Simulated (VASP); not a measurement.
An input for Quantum ESPRESSO's pw.x (written as the equivalent of a VASP run, and not itself run):

```
&CONTROL
  calculation = 'vc-relax'
  pseudo_dir = './pseudo'
  outdir = './out'
  tprnfor = .true.
  tstress = .true.
  nstep = 40
  forc_conv_thr = 0.00039
/
&SYSTEM
  ibrav = 0
  nat = 3
  ntyp = 2
  ecutwfc = 84
  occupations = 'smearing'
  smearing = 'gaussian'
  degauss = 0.003675
  input_dft = 'pbesol'
/
&ELECTRONS
  conv_thr = 7.3e-09
  electron_maxstep = 100
/
&IONS
/
&CELL
  press = 50
/
ATOMIC_SPECIES
  Mg 24.305 Mg.upf
  Si 28.085 Si.upf
CELL_PARAMETERS angstrom
    -0.0000000    3.0826535    3.0826535
     3.0826535   -0.0000000    3.0826535
     3.0826535    3.0826535   -0.0000000
ATOMIC_POSITIONS crystal
  Mg   0.2500000  0.2500000  0.2500000
  Mg   0.7500000  0.7500000  0.7500000
  Si   0.0000000  0.0000000  0.0000000
K_POINTS automatic
  6 6 6 0 0 0
```

Problem. Translate this input to VASP (INCAR, KPOINTS, POSCAR, choice of POTCAR).

Solution. This is not unique; one that fits is 
**KPOINTS**
```
Automatic mesh
0
Gamma
6 6 6
0 0 0
```

**INCAR**
```
ALGO = Normal
EDIFF = 1E-7
EDIFFG = -0.01
ENCUT = 480
GGA = PS
IBRION = 2
ISIF = 3
ISMEAR = 0
LASPH = T
LCHARG = F
LREAL = F
LWAVE = F
NELM = 100
NSW = 40
PREC = Accurate
PSTRESS = 50
SIGMA = 0.05
SYSTEM = Mg2Si
```

POSCAR:
```
Mg2Si
1
   -0.0000000000     3.0826535336     3.0826535336
    3.0826535336    -0.0000000000     3.0826535336
    3.0826535336     3.0826535336    -0.0000000000
Mg Si
2 1
Direct
  0.2500000000   0.2500000000   0.2500000000
  0.7500000000   0.7500000000   0.7500000000
  0.0000000000   0.0000000000   0.0000000000
```

POTCAR, in this order: Mg Si (PBE.64 set). Program: vasp_std.

What does not carry over: the potentials are each code's own (VASP's PAW set, PseudoDojo norm-conserving files in pw.x), so ENCUT and ecutwfc are chosen apart and not converted; conv_thr bounds pw.x's estimated SCF error, while EDIFF bounds the energy change between steps; forc_conv_thr acts on force components and is met together with etot_conv_thr.

The compound is Mg2Si in the antifluorite structure. It was relaxed first under an external pressure of 5 GPa.
